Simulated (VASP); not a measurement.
# Ti2TeS in VASP: a series of runs, part 2 of 2

VASP 6.6.1. The steps go on from the part before.

**4. Relaxation of cell and atoms, PBE**

This run uses another cell than the first one, of 24.46 Å³/atom, 0.934 times its volume.

File INCAR:

```
PREC     = Normal         # precision mode
ENCUT    = 520            # plane-wave cutoff, eV
EDIFF    = 1E-4           # SCF threshold, eV
ISMEAR   = 0              # smearing method
SIGMA    = 0.15           # smearing width, eV
LREAL    = F              # projectors in reciprocal space
LASPH    = T              # aspherical terms in the spheres
NELM     = 60             # most SCF steps
ALGO     = Fast           # electronic algorithm
ISIF     = 3              # what is computed and relaxed
LWAVE    = F              # write WAVECAR
LCHARG   = F              # write CHGCAR
GGA      = PE             # functional
IBRION   = 2              # ionic algorithm
NSW      = 24             # ionic steps
EDIFFG   = -0.08          # ionic threshold
```

File KPOINTS:

```
Automatic mesh
0
Gamma
  4 4 4
```

File POSCAR:

```
Ti2TeS
1.0
    2.0894484400      1.2063436200      6.4692516500
   -2.0894484400      1.2063436200      6.4692516500
    0.0000000000     -2.4126872400      6.4692516500
Ti Te S
2 1 1
Direct
    0.1060191300      0.1060191300      0.1060191300
    0.8939808700      0.8939808700      0.8939808700
    0.0000000000      0.0000000000      0.0000000000
    0.5000000000      0.5000000000      0.5000000000
```

Potentials or basis: VASP PAW PBE potentials, release 64 (Ti_sv, Te, S).

Command:

```bash
$ cat potpaw_PBE.64/Ti_sv/POTCAR potpaw_PBE.64/Te/POTCAR potpaw_PBE.64/S/POTCAR > POTCAR
$ mpirun -np 1 vasp_std > vasp.out
```

OUTCAR:

```text
PREC = Normal
   ENCUT = 520
   EDIFF = 1E-4
   ISMEAR = 0
   LREAL = F
   LASPH = T
   NELM = 60
   ISIF = 3
   GGA = PE
   IBRION = 2
   NSW = 24
   EDIFFG = -0.08

 ion  position               nearest neighbor table
   1  0.106  0.106  0.106-   3 2.06   4 2.68   4 2.68   4 2.68
   2  0.894  0.894  0.894-   3 2.06   4 2.68   4 2.68   4 2.68
   3  0.000  0.000  0.000-   1 2.06   2 2.06
   4  0.500  0.500  0.500-   1 2.68   1 2.68   2 2.68   2 2.68   1 2.68   2 2.68

  LATTYP: Found a trigonal (rhomboedric) cell.
 ALAT       =     6.9045113241
 COS(alpha) =     0.8168413553

  Lattice vectors:

 A1 = (   2.0894484400,   1.2063436200,   6.4692516500)
 A2 = (  -2.0894484400,   1.2063436200,   6.4692516500)
 A3 = (   0.0000000000,  -2.4126872400,   6.4692516500)

Analysis of symmetry for initial positions (statically):
=====================================================================
 Subroutine PRICEL returns:
 Original cell was already a primitive cell.

 Routine SETGRP: Setting up the symmetry group for a
 trigonal (rhombohedral) supercell.

 Subroutine GETGRP returns: Found 12 space group operations
 (whereof 12 operations were pure point group operations)
 out of a pool of 12 trial point group operations.

The static configuration has the point symmetry D_3d.

Analysis of symmetry for dynamics (positions and initial velocities):
=====================================================================
 Subroutine PRICEL returns:
 Original cell was already a primitive cell.

 Routine SETGRP: Setting up the symmetry group for a
 trigonal (rhombohedral) supercell.

 Subroutine GETGRP returns: Found 12 space group operations
 (whereof 12 operations were pure point group operations)
 out of a pool of 12 trial point group operations.

The dynamic configuration has the point symmetry D_3d.

 Subroutine INISYM returns: Found 12 space group operations
 (whereof 12 operations are pure point group operations),
 and found     1 'primitive' translations

----------------------------------------------------------------------------------------

                                     Primitive cell

  volume of cell :      97.8381

  direct lattice vectors                    reciprocal lattice vectors
     2.089448440  1.206343620  6.469251650     0.239297601  0.138158535  0.051525795
    -2.089448440  1.206343620  6.469251650    -0.239297601  0.138158535  0.051525795
     0.000000000 -2.412687240  6.469251650     0.000000000 -0.276317069  0.051525795

  length of vectors
     6.904511324  6.904511324  6.904511324     0.281080114  0.281080114  0.281080113

  position of ions in fractional coordinates (direct lattice)
     0.106019130  0.106019130  0.106019130
     0.893980870  0.893980870  0.893980870
     0.000000000  0.000000000  0.000000000
     0.500000000  0.500000000  0.500000000

  ion indices of the primitive-cell ions
   primitive index   ion index
                 1           1
                 2           2
                 3           3
                 4           4

----------------------------------------------------------------------------------------

 KPOINTS: Automatic mesh

Automatic generation of k-mesh.
 Grid dimensions read from file:
 generate k-points for:    4    4    4

 Generating k-lattice:

  Cartesian coordinates                     Fractional coordinates (reciprocal lattice)
     0.059824400  0.034539634  0.012881449     0.250000000  0.000000000 -0.000000000
    -0.059824400  0.034539634  0.012881449     0.000000000  0.250000000 -0.000000000
     0.000000000 -0.069079267  0.012881449    -0.000000000 -0.000000000  0.250000000

  Length of vectors
     0.070270028  0.070270028  0.070270028

  Shift w.r.t. Gamma in fractional coordinates (k-lattice)
     0.000000000  0.000000000  0.000000000

 Subroutine IBZKPT returns following result:
 ===========================================

 Found     13 irreducible k-points:

 Following reciprocal coordinates:
            Coordinates               Weight
  0.000000  0.000000  0.000000      1.000000
  0.250000  0.000000 -0.000000      6.000000
  0.500000  0.000000 -0.000000      3.000000
  0.250000  0.250000 -0.000000      6.000000
  0.500000  0.250000 -0.000000     12.000000
 -0.250000  0.250000  0.000000      6.000000
  0.500000  0.500000 -0.000000      3.000000
  0.250000  0.250000  0.250000      2.000000
  0.500000  0.250000  0.250000      6.000000
 -0.250000  0.250000  0.250000      6.000000
  0.500000  0.500000  0.250000      6.000000
 -0.250000  0.500000  0.250000      6.000000
  0.500000  0.500000  0.500000      1.000000
   k-points           NKPTS =     13   k-points in BZ     NKDIM =     13   number of bands    NBANDS=     22
   number of dos      NEDOS =    301   number of ions     NIONS =      4
   total plane-waves  NPLWV =  64000
   dimension x,y,z NGX =    40 NGY =   40 NGZ =   40
   dimension x,y,z NGXF=    80 NGYF=   80 NGZF=   80
   ions per type =               2   1   1
   NGX,Y,Z   is equivalent  to a cutoff of   9.63,  9.63,  9.63 a.u.
   NGXF,Y,Z  is equivalent  to a cutoff of  19.26, 19.26, 19.26 a.u.
 SYSTEM =  unknown system
   PREC   = normal    normal or accurate (medium, high low for compatibility)
   ISTART =      0    job   : 0-new  1-cont  2-samecut
   ICHARG =      2    charge: 1-file 2-atom 10-const
   ISPIN  =      1    spin polarized calculation?
   LNONCOLLINEAR =      F non collinear calculations
   LSORBIT =      F    spin-orbit coupling
   LASPH  =      T    aspherical Exc in radial PAW
   ENCUT  =  520.0 eV  38.22 Ry    6.18 a.u.  12.84 12.84 12.84*2*pi/ulx,y,z
   NELM   =     60;   NELMIN=  2; NELMDL= -5     # of ELM steps
   EDIFF  = 0.1E-03   stopping-criterion for ELM
   LREAL  =      F    real-space projection
   EDIFFG = -.8E-01   stopping-criterion for IOM
   NSW    =     24    number of steps for IOM
   IBRION =      2    ionic relax: 0-MD 1-quasi-New 2-CG
   NFREE  =      1    steps in history (QN), initial steepest desc. (CG)
   ISIF   =      3    stress and relaxation
   ISYM   =      2    0-nonsym 1-usesym 2-fastsym
   POTIM  = 0.5000    time-step for ionic-motion
   TEBEG  =    0.0;   TEEND  =   0.0 temperature during run
   PSTRESS=    0.0 pullay stress
   NELECT =      36.0000    total number of electrons
   NUPDOWN=      -1.0000    fix difference up-down
   EMIN   =  10.00;   EMAX   =-10.00  energy-range for DOS
   EFERMI =   0.00;   METHOD = LEGACY
   ISMEAR =     0;   SIGMA  =   0.15  broadening in eV -4-tet -1-fermi 0-gaus
   EFERMI_NEDOS =   21; number of points for ismear=-14 and -15
   IALGO  =     68    algorithm
   IMIX   =      4    mixing-type and parameters
     AMIX     =   0.40;   BMIX     =  1.00
     AMIX_MAG =   1.60;   BMIX_MAG =  1.00
  volume/ion in A,a.u.               =      24.46       165.06
  Fermi-wavevector in a.u.,A,eV,Ry     =   1.173113  2.216861 18.724242  1.376193
  Thomas-Fermi vector in A             =   2.309531
   LORBIT       =      0    0 simple, 1 ext, 2 COOP (PROOUT), +10 PAW based schemes
   GGA     = PE    functional components
   LHFCALC =     F    Hartree Fock is set to
   AEXX    =    0.0000 exact exchange contribution
   IVDW    =     0    specifies the selected vdW correction
   LEPSILON=     F    determine dielectric tensor
   LRPA    =     F    only Hartree local field effects (RPA)
 conjugate gradient relaxation of ions
 non-spin polarized calculation
 RMM-DIIS sequential band-by-band and
 Gauss-broadening in eV      SIGMA  =   0.15
  energy-cutoff  :      520.00
  volume of cell :       97.84
 maximum number of plane-waves:      2658
   NGX = 25   NGY = 25   NGZ = 25

--------------------------------------- Ionic step        1  -------------------------------------------

 number of electron      36.0000016 magnetization

 Free energy of the ion-electron system (eV)
  ---------------------------------------------------
  ext. energy  EPLUGINS =         0.00000000
  ---------------------------------------------------
  free energy    TOTEN  =       -19.09769919 eV

  energy without entropy =      -19.03129015  energy(sigma->0) =      -19.06449467

------------------------ aborting loop because EDIFF is reached ----------------------------------------

  FORCE on cell =-STRESS in cart. coord.  units (eV):
  Direction    XX          YY          ZZ          XY          YZ          ZX
  --------------------------------------------------------------------------------------
  -------------------------------------------------------------------------------------
  Total       -8.3200755     -8.3200755     54.1807558     -0.0000000      0.0000000      0.0000000
  in kB     -136.2479145   -136.2479146    887.2533647     -0.0000000      0.0000000      0.0000000
  external PRESSURE =     204.9191785 kB  Pullay stress =       0.0000000 kB
[... 762 lines left out ...]
     21       8.3379      0.00000
     22       9.1533      0.00000

[... ionic steps 4 to 19 ...]

--------------------------------------- Ionic step       20  -------------------------------------------

 number of electron      36.0000023 magnetization

------------------------ aborting loop because EDIFF is reached ----------------------------------------
[... 71 lines left out ...]
--------------------------------------- Ionic step       22  -------------------------------------------

 number of electron      36.0000007 magnetization

 Free energy of the ion-electron system (eV)
  ---------------------------------------------------
  ext. energy  EPLUGINS =         0.00000000
  ---------------------------------------------------
  free energy    TOTEN  =       -25.61695570 eV

  energy without entropy =      -25.57057240  energy(sigma->0) =      -25.59376405

 E-fermi :   7.4278     XC(G=0): -10.2532

 val. band max:        7.4160511462   @ k =   0.5000   0.2500   0.2500
 cond. band min:       7.4625959321   @ k =   0.2500   0.2500  -0.0000
 fundamental gap:      0.0465447859
 Fermi energy:         7.4278383627
[... 354 lines left out ...]
  FREE ENERGIE OF THE ION-ELECTRON SYSTEM (eV)
  ---------------------------------------------------
  free  energy   TOTEN  =       -25.6169556999 eV

  energy  without entropy=      -25.5705724007  energy(sigma->0) =      -25.59376405

 reached required accuracy - stopping structural energy minimisation
```

Wall time 29 min (1 thread of Intel Xeon Platinum 8259CL at 2.50GHz (Skylake/Cascade Lake), shared host); peak memory 0.28 GiB.

What came out:

| Quantity | Value |
| --- | --- |
| Free energy | -25.6170 eV |
| Relaxed volume | 21.49 Å³/atom |
| Relaxed cell | a = 7.726 Å, b = 7.726 Å, c = 7.726 Å, α = 27.36°, β = 27.36°, γ = 27.36° |
| Space group after relaxing (to 0.05 Å) | R-3m (No. 166) |
| Energy gained by relaxing | 1629.8 meV/atom |
| Ionic steps | 22 |
| Pressure after relaxing | 0.1 GPa |
| Largest force after relaxing | 0.033 eV/Å |
| Band gap on the k mesh | none (metal or under the smearing width) |

Forces on the atoms (eV/Å):
```
Ti   0.000  0.000  0.033
Ti   0.000  0.000 -0.033
Te   0.000  0.000  0.000
S    0.000  0.000  0.000
```

Stress tensor (GPa, compression positive):
```
-0.14  0.00  0.00
 0.00 -0.14  0.00
 0.00  0.00  0.48
```

The path:
```tsv
step	energy change (eV)	largest force (eV/Å)	pressure (GPa)	volume (Å³)
1	0.0000	15.4568	20.49	97.84
2	-2.9689	3.2696	2.80	130.93
3	-3.5612	2.2479	-0.47	128.60
4	-3.9038	1.5063	-2.40	126.62
5	-4.9272	0.2230	-8.58	116.56
6	-5.7519	0.1340	-9.28	107.86
7	-5.8026	1.3130	-5.15	103.02
8	-5.8714	0.1555	-8.24	105.69
9	-5.8766	0.6949	-6.78	104.25
10	-5.8843	0.4341	-7.33	104.80
11	-6.3247	0.4244	0.03	90.97
12	-6.3263	0.5060	0.77	90.12
13	-6.4073	0.7052	0.52	89.21
14	-6.4464	0.7990	-0.15	88.06
15	-6.5000	0.3356	-0.38	87.38
16	-6.5131	0.1293	-0.76	87.02
17	-6.5108	0.3037	-0.96	86.29
18	-6.5168	0.0287	-0.73	86.71
19	-6.5170	0.1056	-0.99	86.68
20	-6.5151	0.0286	1.15	84.36
21	-6.5194	0.0533	0.32	85.75
22	-6.5193	0.0330	0.06	85.96
```

Final structure:
```xyz
4
Lattice="1.8273 1.0550 7.4320 -1.8273 1.0550 7.4320 0.0000 -2.1100 7.4320" Properties=species:S:1:pos:R:3 pbc="T T T"
Ti    0.0000    0.0000    2.6222
Ti    0.0000    0.0000   19.6737
Te    0.0000    0.0000    0.0000
S     0.0000    0.0000   11.1480
```

Levels at points of the mesh, in eV from the Fermi level:
| k point | band 15 | band 16 | band 17 | band 18 | band 19 | band 20 | band 21 | band 22 |
| --- | --- | --- | --- | --- | --- | --- | --- | --- |
| (0.00, 0.00, 0.00) | -0.80 | -0.80 | 0.37 | 0.40 | 0.40 | 0.51 | 0.51 | 1.26 |
| (0.50, 0.00, 0.00) | -3.15 | -1.84 | -0.72 | -0.19 | 0.70 | 0.73 | 1.00 | 1.05 |
| (0.50, 0.50, 0.00) | -2.92 | -1.94 | -0.65 | -0.63 | 0.76 | 0.97 | 1.04 | 1.45 |
| (0.50, 0.50, 0.50) | -0.93 | -0.93 | 0.19 | 0.19 | 0.43 | 1.54 | 1.66 | 1.66 |

Caveat: the k mesh is coarse (spacing up to 0.44 Å⁻¹), so the values aren't converged; the relaxation stopped at a loose force limit of 0.08 eV/Å, so its end isn't a converged minimum. Spin-orbit coupling is left out, which matters for the levels of Te.

**5. Relaxation of cell and atoms, PBE**

This run uses another cell than the first one: it holds 8 atoms, not 4.

INCAR is that of step 4.

File KPOINTS:

```
Automatic mesh
0
Gamma
  5 5 1
```

File POSCAR:

```
Ti2TeS
1.0
    3.5110212700      0.0000000000      0.0000000000
   -1.7555106400      3.0406336200      0.0000000000
    0.0000000000      0.0000000000     13.5131301700
Ti Te S
4 2 2
Direct
    0.6666666700      0.3333333300      0.6278762200
    0.3333333300      0.6666666700      0.3721237800
    0.3333333300      0.6666666700      0.1278762200
    0.6666666700      0.3333333300      0.8721237800
    0.0000000000      0.0000000000      0.5000000000
    0.0000000000      0.0000000000      0.0000000000
    0.0000000000      0.0000000000      0.7500000000
    0.0000000000      0.0000000000      0.2500000000
```

Command:

```bash
$ cat potpaw_PBE.64/Ti_sv/POTCAR potpaw_PBE.64/Te/POTCAR potpaw_PBE.64/S/POTCAR > POTCAR
$ mpirun -np 1 vasp_std > vasp.out
```

It took 6.6 min on 1 thread of Intel Xeon Platinum 8259CL at 2.50GHz (Skylake/Cascade Lake), shared host; peak memory 0.2 GiB.

It converged, with:

```
Free energy                            : -53.0188 eV
Relaxed volume                         : 18.26 Å³/atom
Relaxed cell                           : a = 3.463 Å, b = 3.463 Å, c = 14.066 Å, α = 90.00°, β = 90.00°, γ = 120.00°
Space group after relaxing (to 0.05 Å) : P6_3/mmc (No. 194)
Energy gained by relaxing              : 164.5 meV/atom
Ionic steps                            : 7
Pressure after relaxing                : -0.2 GPa
Largest force after relaxing           : 0.008 eV/Å
Band gap on the k mesh                 : none (metal or under the smearing width)
```

Forces on the atoms (eV/Å):
```
Ti   0.000  0.000  0.008
Ti   0.000  0.000 -0.008
Ti   0.000  0.000  0.008
Ti   0.000  0.000 -0.008
Te   0.000  0.000  0.000
Te   0.000  0.000  0.000
S    0.000  0.000  0.000
S    0.000  0.000  0.000
```

Stress tensor (GPa, compression positive):
```
-0.43  0.00  0.00
 0.00 -0.43  0.00
 0.00  0.00  0.26
```

The path:
```tsv
step	energy change (eV)	largest force (eV/Å)	pressure (GPa)	volume (Å³)
1	0.0000	2.7346	4.05	144.26
2	-0.9889	0.9864	-4.63	153.93
3	-1.0158	0.7043	-6.06	155.93
4	-1.2581	0.5843	1.28	143.32
5	-1.3094	0.1228	-0.11	146.62
6	-1.3096	0.0987	-0.60	146.91
7	-1.3160	0.0079	-0.20	146.06
```

Final structure:
```xyz
8
Lattice="3.4626 0.0000 0.0000 -1.7313 2.9987 0.0000 0.0000 0.0000 14.0665" Properties=species:S:1:pos:R:3 pbc="T T T"
Ti    1.7313    0.9996    9.0509
Ti    0.0000    1.9991    5.0156
Ti    0.0000    1.9991    2.0177
Ti    1.7313    0.9996   12.0488
Te    0.0000    0.0000    7.0332
Te    0.0000    0.0000    0.0000
S     0.0000    0.0000   10.5498
S    -1.7313    2.9987    3.5166
```

Levels at points of the mesh, in eV from the Fermi level:
```
           k point  band 32  band 33  band 34  band 35  band 36  band 37  band 38  band 39  band 40  band 41
(0.00, 0.00, 0.00)    -0.85    -0.77    -0.77     0.00     0.00     0.03     0.03     0.62     0.62     1.00
```

Caveat: the k mesh is coarse (spacing up to 0.46 Å⁻¹), so the values aren't converged; the relaxation stopped at a loose force limit of 0.08 eV/Å, so its end isn't a converged minimum.

**6. The runs side by side**

| k mesh | gap on the mesh (eV) | pressure (GPa) | relaxed volume (Å³/atom) | largest force (eV/Å) |
| --- | --- | --- | --- | --- |
| 4 × 4 × 2 | none | -0.2 | 20.03 | 0.04 |
| 4 × 4 × 4 | none | 0.1 | 21.49 | 0.03 |
| 5 × 5 × 1 | none | -0.2 | 18.26 | 0.01 |

Alike in all rows: task relaxation of cell and atoms; level PBE; potentials or basis VASP PAW PBE potentials, release 64 (Ti_sv, Te, S); no spin polarisation; cell relaxed; cutoff (eV) 520; smearing gaussian 0.15 eV; the mesh is coarse, so values aren't converged.

Caveats: all runs use coarse meshes; the relaxation stopped at a loose force limit of 0.08 eV/Å, so its end isn't a converged minimum; the volume moved by over 15 % at a fixed basis, so the end points are rough (some runs).

Total energies depend on the potentials used, so only differences within one code and one set of settings carry meaning.
